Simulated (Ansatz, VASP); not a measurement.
## AlGaAs2 in two plane-wave programs

One calculation is typed for both programs; each brings its own data sets. How far apart do they land? The cell is generated by rule, not measured, and may not be a known phase. The cell is taken from a series of runs on this material, whose earlier steps may have relaxed, scaled, displaced or heated it; both programs get it as it stands.

Calculated with Ansatz 0.2.0; plane waves, with VASP 6.6.1 beside it; single point at PBEsol, spin-orbit coupling.

The structure was built from a prototype and need not be the compound's stable phase.

## Step 1: Set-up

The structure is tetragonal, space group P-4m2 (No. 115). Conventional cell: a = 4.012 Å, b = 4.012 Å, c = 11.308 Å, α = 90.00°, β = 90.00°, γ = 90.00°. Nearest to Ga lie 4 As at 2.45 Å. As has 4 Ga at 2.45 Å nearest. Nearest to As lie 2 Al at 2.45 Å and 2 Ga at 2.45 Å. Nearest to As lie 4 Al at 2.46 Å. Al has 4 As at 2.45 to 2.46 Å nearest. It derives from GaAs. Farther neighbours are not listed.

Structure file:

```cif
data_structure
_symmetry_space_group_name_H-M 'P 1'
_symmetry_Int_Tables_number 1
_cell_length_a 4.0121
_cell_length_b 4.0122
_cell_length_c 11.3080
_cell_angle_alpha 90.000
_cell_angle_beta 90.000
_cell_angle_gamma 90.000
_cell_volume 182.03
loop_
_atom_site_label
_atom_site_type_symbol
_atom_site_fract_x
_atom_site_fract_y
_atom_site_fract_z
_atom_site_occupancy
Ga1 Ga 0.00000 0.00000 0.06264 1
Ga2 Ga 0.50000 0.50000 0.31189 1
As3 As 0.50000 0.00000 0.18727 1
As4 As 0.00000 0.50000 0.43698 1
As5 As 0.50000 0.00000 0.68727 1
As6 As 0.00000 0.50000 0.93755 1
Al7 Al 0.00000 0.00000 0.56195 1
Al8 Al 0.50000 0.50000 0.81259 1
```

## Step 2: VASP: single point, PBEsol, spin-orbit coupling

With cell and atoms fixed, the geometry can't cause a difference; cores, projectors, grids and the points listed under the comparison can.

Lines of VASP's logs that name or quote its potential files are left out, and so is its time.

The input, INCAR:

```
SYSTEM = AlGaAs2
PREC = Accurate
ENCUT = 500
EDIFF = 1E-06
NELM = 200
ISMEAR = -1
SIGMA = 0.02
LREAL = .FALSE.
ALGO = Normal
GGA = PS
LNONCOLLINEAR = .TRUE.
MAGMOM = 0 0 0 0 0 0 0 0 0 0 0 0 0 0 0 0 0 0 0 0 0 0 0 0
NBANDS = 68
GGA_COMPAT = .FALSE.
LASPH = .TRUE.
LSORBIT = .TRUE.
LORBIT = 11
LWAVE = .FALSE.
LCHARG = .FALSE.
ISIF = 2
EFERMI = MIDGAP
KPAR = 2
```

The input, POSCAR:

```
AlGaAs2
1.0
    4.0121004254      0.0000000000      0.0000000000
    0.0000000000      4.0121774824      0.0000000000
    0.0000000000      0.0000000000     11.3080197639
Ga As Al
2 4 2
Direct
    0.0000000000      0.0000000000      0.0626448666
    0.5000000000      0.5000000000      0.3118934675
    0.5000000000      0.0000000000      0.1872691670
    0.0000000000      0.5000000000      0.4369834359
    0.5000000000      0.0000000000      0.6872691670
    0.0000000000      0.5000000000      0.9375548982
    0.0000000000      0.0000000000      0.5619456261
    0.5000000000      0.5000000000      0.8125927080
```

The input, KPOINTS:

```
Automatic mesh
0
Gamma
6 6 2
0 0 0
```

The projector-augmented-wave data sets are Ga_d, As and Al (PBE family, release 64).

Command:

```sh
> mpirun -np 2 vasp_ncl
```

Numbers of over 12 decimals in the logs are rounded to 6 here.

Log:

```text
[banner, memory and clock lines left out]
running    2 mpi-ranks, on    1 nodes
 distrk:  each k-point on    1 cores,    2 groups
 distr:  one band on    1 cores,    1 groups

 POSCAR found type information on POSCAR GaAsAl
 POSCAR found :  3 types and       8 ions
|                                                                             |
|               ----> ADVICE to this user running VASP <----                  |
|                                                                             |
|     You enforced a specific xc type in the INCAR file but a different       |
|     [... a line on the potential file left out ...]
|     I HOPE YOU KNOW WHAT YOU ARE DOING!                                     |
|                                                                             |

 LDA part: xc-table for (Slater+PW92), standard interpolation
 POSCAR, INCAR and KPOINTS ok, starting setup
 FFT: planning ... GRIDC
 FFT: planning ... GRID_SOFT
 FFT: planning ... GRID
 WAVECAR not read
 entering main loop
       N       E                     dE             d eps       ncg     rms          rms(c)
DAV:   1     0.427953880745E+03    0.42795E+03   -0.20142E+04  4544   0.171E+03
DAV:   2     0.387881927983E+02   -0.38917E+03   -0.37077E+03  4928   0.468E+02
DAV:   3    -0.335539201608E+02   -0.72342E+02   -0.68767E+02  5152   0.155E+02
DAV:   4    -0.390675284792E+02   -0.55136E+01   -0.54508E+01  5496   0.430E+01
DAV:   5    -0.392618723980E+02   -0.19434E+00   -0.19360E+00  5808   0.810E+00    0.628E+00
DAV:   6    -0.384840754328E+02    0.77780E+00   -0.11471E+00  6288   0.121E+01    0.350E+00
DAV:   7    -0.383341340580E+02    0.14994E+00   -0.82781E-01  5228   0.409E+00    0.103E+00
DAV:   8    -0.383289622731E+02    0.51718E-02   -0.12103E-01  5600   0.387E+00    0.274E-01
DAV:   9    -0.383287432161E+02    0.21906E-03   -0.11832E-02  6008   0.146E+00    0.124E-01
DAV:  10    -0.383290029510E+02   -0.25973E-03   -0.18297E-03  5496   0.266E-01    0.565E-02
DAV:  11    -0.383290796345E+02   -0.76683E-04   -0.25053E-04  6104   0.190E-01    0.235E-02
DAV:  12    -0.383291186165E+02   -0.38982E-04   -0.69075E-05  4788   0.713E-02    0.846E-03
DAV:  13    -0.383291218432E+02   -0.32267E-05   -0.10061E-05  5916   0.381E-02    0.374E-03
DAV:  14    -0.383291221243E+02   -0.28113E-06   -0.22958E-06  4676   0.270E-02
   1 F= -.38329122E+02 E0= -.38329122E+02  d E =-.103504E-11  mag=     0.0000    -0.0000     0.0000
```

Parts of OUTCAR (step 2):

```text
ion  position               nearest neighbor table
   1  0.000  0.000  0.063-   3 2.45   3 2.45   6 2.45   6 2.45
   2  0.500  0.500  0.312-   3 2.45   3 2.45   4 2.45   4 2.45
   3  0.500  0.000  0.187-   1 2.45   1 2.45   2 2.45   2 2.45
   4  0.000  0.500  0.437-   7 2.45   7 2.45   2 2.45   2 2.45
   5  0.500  0.000  0.687-   7 2.46   7 2.46   8 2.46   8 2.46
   6  0.000  0.500  0.938-   8 2.45   8 2.45   1 2.45   1 2.45
   7  0.000  0.000  0.562-   4 2.45   4 2.45   5 2.46   5 2.46
   8  0.500  0.500  0.813-   6 2.45   6 2.45   5 2.46   5 2.46

  LATTYP: Found a simple orthorhombic cell.
 ALAT       =     4.0121004254
 B/A-ratio  =     1.0000192061
 C/A-ratio  =     2.8184787430

 Subroutine GETGRP returns: Found  4 space group operations
 (whereof  4 operations were pure point group operations)

The static configuration has the point symmetry C_2v.

 Found     32 irreducible k-points:

   k-points           NKPTS =     32   k-points in BZ     NKDIM =     32   number of bands    NBANDS=     68

   dimension x,y,z NGX =    30 NGY =   30 NGZ =   84
   dimension x,y,z NGXF=    60 NGYF=   60 NGZF=  168

   ENCUT  =  500.0 eV  36.75 Ry    6.06 a.u.   7.31  7.32 20.62*2*pi/ulx,y,z

   NELECT =      52.0000    total number of electrons

 k-points in reciprocal lattice and weights: Automatic mesh
   0.00000000  0.00000000  0.00000000       0.014
   0.16666667  0.00000000  0.00000000       0.028
   0.33333333  0.00000000  0.00000000       0.028
   0.50000000  0.00000000  0.00000000       0.014
   0.00000000  0.16666667  0.00000000       0.028
   0.16666667  0.16666667  0.00000000       0.056
   0.33333333  0.16666667  0.00000000       0.056
   0.50000000  0.16666667  0.00000000       0.028
   0.00000000  0.33333333  0.00000000       0.028
[...]
0.33333333  0.50000000  0.50000000       0.028
   0.50000000  0.50000000  0.50000000       0.014

 average (electrostatic) potential at core
       1 -66.0593       2 -66.0595       3 -50.0169       4 -49.8447       5 -49.7004
       6 -49.8447       7 -76.1972       8 -76.1972

 E-fermi :   4.3519

 k-point     1 :       0.0000    0.0000    0.0000
  band No.  band energies     occupation
    ...
     48       3.5514      1.00000
     49       3.8625      1.00000
     50       3.8625      1.00000
     51       3.8634      1.00000
     52       3.8634      1.00000
     53       4.8403      0.00000
     54       4.8403      0.00000
     55       5.0832      0.00000
     56       5.0832      0.00000
     57       5.5474      0.00000
    ...

 k-point     2 :       0.1667    0.0000    0.0000
  band No.  band energies     occupation
    ...
     48       2.3742      1.00000
     49       3.1337      1.00000
     50       3.1804      1.00000
     51       3.6845      1.00000
     52       3.6893      1.00000
     53       5.4641      0.00000
     54       5.4718      0.00000
     55       5.9564      0.00000
     56       5.9726      0.00000
     57       6.4146      0.00000
    ...

 k-point     3 :       0.3333    0.0000    0.0000
  band No.  band energies     occupation
    ...
     48       2.6328      1.00000
     49       2.6436      1.00000
     50       2.6513      1.00000
     51       3.3240      1.00000
     52       3.3257      1.00000
     53       5.7339      0.00000
     54       5.7486      0.00000
     55       5.8053      0.00000
     56       5.8267      0.00000
     57       6.1708      0.00000
    ...

  Total        0.2196268      0.2163294      0.2128322      0.0000000      0.0000000      0.0000000
  in kB        1.9331136      1.9040912      1.8733089      0.0000000      0.0000000      0.0000000
  external PRESSURE =       1.9035045 kB  Pullay stress =       0.0000000 kB

  energy-cutoff  :      500.00
  volume of cell :      182.03
      direct lattice vectors                 reciprocal lattice vectors
     4.012100425  0.000000000  0.000000000     0.249246004  0.000000000  0.000000000
     0.000000000  4.012177482  0.000000000     0.000000000  0.249241217  0.000000000
     0.000000000  0.000000000 11.308019764     0.000000000  0.000000000  0.088432813

 POSITION                                       TOTAL-FORCE (eV/Angst)
 -----------------------------------------------------------------------------------
      0.00000      0.00000      0.70839         0.000000      0.000000      0.002271
      2.00605      2.00609      3.52690         0.000000      0.000000     -0.002486
      2.00605      0.00000      2.11764         0.000000      0.000000      0.000144
      0.00000      2.00609      4.94142         0.000000      0.000000     -0.012559
      2.00605      0.00000      7.77165         0.000000      0.000000      0.000141
      0.00000      2.00609     10.60189         0.000000      0.000000      0.012809
      0.00000      0.00000      6.35449         0.000000      0.000000     -0.002415
      2.00605      2.00609      9.18881         0.000000      0.000000      0.002097
 -----------------------------------------------------------------------------------
    total drift:                                0.000000      0.000000      0.000069

  FREE ENERGIE OF THE ION-ELECTRON SYSTEM (eV)
  ---------------------------------------------------
  free  energy   TOTEN  =       -38.3291221243 eV

  energy  without entropy=      -38.3291221243  energy(sigma->0) =      -38.32912212

 Spin-Orbit-Coupling matrix elements
 Ion:    1  E_soc:     -0.0119540
 Ion:    2  E_soc:     -0.0119547
 Ion:    3  E_soc:     -0.0238774
 Ion:    4  E_soc:     -0.0234472
 Ion:    5  E_soc:     -0.0229813
 Ion:    6  E_soc:     -0.0234472
 Ion:    7  E_soc:     -0.0001858
 Ion:    8  E_soc:     -0.0001858

 total charge
# of ion       s       p       d       tot
------------------------------------------
    1        0.880   0.795   9.994  11.668
    2        0.880   0.795   9.994  11.668
    3        1.211   1.590   0.031   2.831
    4        1.204   1.635   0.028   2.866
    5        1.198   1.677   0.024   2.899
    6        1.204   1.635   0.028   2.866
    7        0.404   0.368   0.000   0.772
    8        0.404   0.368   0.000   0.772
--------------------------------------------------
tot          7.383   8.861  20.098  36.342

 magnetization (x)
# of ion       s       p       d       tot
------------------------------------------
    1        0.000   0.000   0.000   0.000
    2        0.000   0.000   0.000   0.000
    3        0.000   0.000   0.000   0.000
    4        0.000   0.000   0.000   0.000
    5        0.000   0.000   0.000   0.000
    6        0.000   0.000   0.000   0.000
    7        0.000   0.000   0.000   0.000
    8        0.000   0.000   0.000   0.000
--------------------------------------------------
tot          0.000   0.000   0.000   0.000

 magnetization (y)
# of ion       s       p       d       tot
------------------------------------------
    1        0.000   0.000   0.000   0.000
    2        0.000   0.000   0.000   0.000
    3        0.000   0.000   0.000   0.000
    4        0.000   0.000   0.000   0.000
    5        0.000   0.000   0.000   0.000
    6        0.000   0.000   0.000   0.000
    7        0.000   0.000   0.000   0.000
    8        0.000   0.000   0.000   0.000
--------------------------------------------------
tot          0.000   0.000   0.000   0.000

 magnetization (z)
# of ion       s       p       d       tot
------------------------------------------
    1        0.000   0.000   0.000   0.000
    2        0.000   0.000   0.000   0.000
    3        0.000   0.000   0.000   0.000
    4        0.000   0.000   0.000   0.000
    5        0.000   0.000   0.000   0.000
    6        0.000   0.000   0.000   0.000
    7        0.000   0.000   0.000   0.000
    8        0.000   0.000   0.000   0.000
--------------------------------------------------
tot          0.000   0.000   0.000   0.000

[... 3 further parts left out ...]
```

The run ends at a pressure of 0.19 GPa, with forces up to 0.013 eV/Å.

[end of part 1 of 2]

[Lines on the potential files, build, host, timing and source positions are cut from VASP's logs without a mark.]

[Logs are printed without paths, hosts, clocks, repeated set-up lines and the standing remarks that a program may print on its own settings, such as how far it seeks lower states.]

[Hosts, paths, dates, database ids (printed as entryN), source tags and the programs' standing remarks are cut or masked in the printed files.]
